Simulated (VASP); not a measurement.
The system is W.

```xyz
1
Lattice="-1.5823 1.5823 1.5823 1.5823 -1.5823 1.5823 1.5823 1.5823 -1.5823" Properties=species:S:1:pos:R:3 pbc="T T T"
W     0.0000    0.0000    0.0000
```

```yaml
Program: VASP 6.6.1
Task: relaxation of cell and atoms
Functional: PBE
Potentials_or_basis: VASP PAW PBE potentials, release 64 (W_sv)
Cutoff: 520 eV
k_mesh: 18 × 18 × 18
Occupations: gaussian, width 0.1 eV
Spin: no spin polarisation
```

At the start: pressure 6.2 GPa; volume 15.85 Å³/atom.

**Question.** Where does the relaxation end?

**Answer.** Over 4 steps the energy falls by 5.9 meV/atom and the volume is 16.16 Å³/atom (+2.0 %); space group Im-3m (No. 229, to 0.05 Å).

The path:
```tsv
step	energy change (eV)	largest force (eV/Å)	pressure (GPa)	volume (Å³)
1	0.0000	0.0000	6.23	15.85
2	0.0625	0.0000	-18.01	17.30
3	-0.0059	0.0000	-0.17	16.17
4	-0.0059	0.0000	-0.01	16.16
```

Final structure:
```xyz
1
Lattice="-1.5926 1.5926 1.5926 1.5926 -1.5926 1.5926 1.5926 1.5926 -1.5926" Properties=species:S:1:pos:R:3 pbc="T T T"
W     0.0000    0.0000    0.0000
```
